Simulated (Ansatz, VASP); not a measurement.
## Two plane-wave programs on AlCl

```
Al Cl
1.0
     3.39811    0.00000    0.00000
     0.00000    3.73412    0.00000
     0.00000    0.00000    8.65155
Al Cl
2 2
Direct
  0.00000 0.00000 0.42811
  0.50000 0.50000 0.57189
  0.00000 0.00000 0.18591
  0.50000 0.50000 0.81409
```

Alike in both runs: functional PBE; k mesh 6 × 4 × 2; occupations gaussian, width 0.1 eV; no spin polarisation.

Ansatz relaxed the structure, and its values are those at the end. VASP's run is a single point on that final structure, the one shown.

|  | VASP | Ansatz |
| --- | --- | --- |
| version | VASP 6.6.1 | Ansatz 0.2.0 |
| potentials or method | VASP PAW PBE potentials, release 64 (Al, Cl) | scalar-relativistic, plane waves, PAW |
| plane-wave cutoff (eV) | 520 | 420 |
| valence electrons in the cell | 20 | 20 |

Ansatz gave:

| Quantity | Value |
| --- | --- |
| gap on the k mesh at the Fermi level (eV) | none |
| pressure (GPa) | -0.2 |
| rms of the force components (eV/Å) | 0.014 |

Which values does VASP return?

gap on the k mesh at the Fermi level (eV): none; pressure (GPa): -0.3; rms of the force components (eV/Å): 0.025.

A gap of «none» marks a metal or a gap that the smearing closes.

Caveats: the k mesh is coarse (spacing up to 0.42 Å⁻¹), so the values aren't converged; this functional lacks dispersion, which binds the layers, so the pressure and a relaxed spacing across them are unreliable.
